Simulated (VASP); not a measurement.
A cell of In (bct) near equilibrium:

```yaml
crystal:
  lattice:
    - [-1.61842, 1.61842, 2.50457]
    - [1.61842, -1.61842, 2.50457]
    - [1.61842, 1.61842, -2.50457]
  atoms:
    - { symbol: In, position: [0.00000, 0.00000, 0.00000] }
```

All values below come from r2SCAN meta-GGA, VASP's PBE PAW potentials (set 64) (plane waves; VASP).

| run | ΔE (meV/atom) | σxx | σyy | σzz | largest shear component, with its sign (GPa) | largest force (eV/Å) |
|---|---|---|---|---|---|---|
| as it is | 0.0 | 0.07 | 0.07 | 0.04 | 0.00 | 0.000 |
| after one change | 0.5 | -0.73 | -0.14 | -0.21 | 0.00 | 0.000 |
Stress is in GPa, positive when the cell is compressed.

Q: Name the change that produced these shifts.
A. isotropic strain of -1.5 %
B. uniaxial strain of +4.0 % along z
C. uniaxial strain of +1.0 % along x
D. uniaxial strain of -1.0 % along x

A: C, uniaxial strain of +1.0 % along x

The compound is In in the bct structure.
